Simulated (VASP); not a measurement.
An input for Quantum ESPRESSO's pw.x (written as the equivalent of a VASP run, and not itself run):

```
&CONTROL
  calculation = 'vc-relax'
  pseudo_dir = './pseudo'
  outdir = './out'
  tprnfor = .true.
  tstress = .true.
  nstep = 40
  forc_conv_thr = 0.00078
/
&SYSTEM
  ibrav = 0
  nat = 3
  ntyp = 2
  ecutwfc = 70
  occupations = 'smearing'
  smearing = 'methfessel-paxton'
  degauss = 0.00735
  input_dft = 'pz'
/
&ELECTRONS
  conv_thr = 7.3e-08
  electron_maxstep = 100
/
&IONS
/
&CELL
  press = 450
/
ATOMIC_SPECIES
  Zr 91.224 Zr.upf
  S 32.060 S.upf
CELL_PARAMETERS angstrom
     1.6206754   -2.8070923    0.0000000
     1.6206754    2.8070923    0.0000000
     0.0000000    0.0000000    5.0828995
ATOMIC_POSITIONS crystal
  Zr   0.0000000  0.0000000  0.0000000
  S    0.3333330  0.6666670  0.3056025
  S    0.6666670  0.3333330  0.6943975
K_POINTS automatic
  11 11 6 0 0 0
```

Question: Write the VASP files for the same calculation (LDA).

Answer: This is not unique; one that fits is 
INCAR:
```
# general
SYSTEM   =  ZrS2
PREC     =  Accurate
ENCUT    =  500   # plane-wave cut-off (eV)
LREAL    =  .FALSE.   # projection in real space or not
LASPH    =  .TRUE.   # aspherical one-centre terms

# electronic loop
EDIFF    =  1E-6   # SCF stop (eV)
NELM     =  100
ALGO     =  Normal   # blocked Davidson
LMAXMIX  =  4

# smearing
ISMEAR   =  1   # Methfessel-Paxton
SIGMA    =  0.1   # width (eV)

# ions
IBRION   =  2   # conjugate gradients
NSW      =  40   # most ionic steps
ISIF     =  3
EDIFFG   =  -0.02
PSTRESS  =  450   # kbar

# output
LWAVE    =  .FALSE.
LCHARG   =  .FALSE.
```

**KPOINTS**
```
Automatic mesh
0
Gamma
11 11 6
0 0 0
```

POSCAR:
```
ZrS2
1.0
  1.6206754193  -2.8070922947   0.0000000000
  1.6206754193   2.8070922947   0.0000000000
  0.0000000000   0.0000000000   5.0828994946
Zr S
1 2
Cartesian
  0.0000000000   0.0000000000   0.0000000000
  1.6206754193   0.9356993030   1.5533467277
  1.6206754193  -0.9356993030   3.5295527669
```

POTCAR, in this order: Zr_sv S (LDA.64 set). Program: vasp_std.

The two are equivalent in intent, not identical: the potentials are each code's own (VASP's PAW set, PseudoDojo norm-conserving files in pw.x), so ENCUT and ecutwfc are chosen apart and not converted; conv_thr bounds pw.x's estimated SCF error, while EDIFF bounds the energy change between steps; forc_conv_thr acts on force components and is met together with etot_conv_thr.

The compound is ZrS2 in the 1T layered structure. This run relaxes it under an external pressure of 45 GPa. Symmetry was kept, so distortions that lower it aren't found.
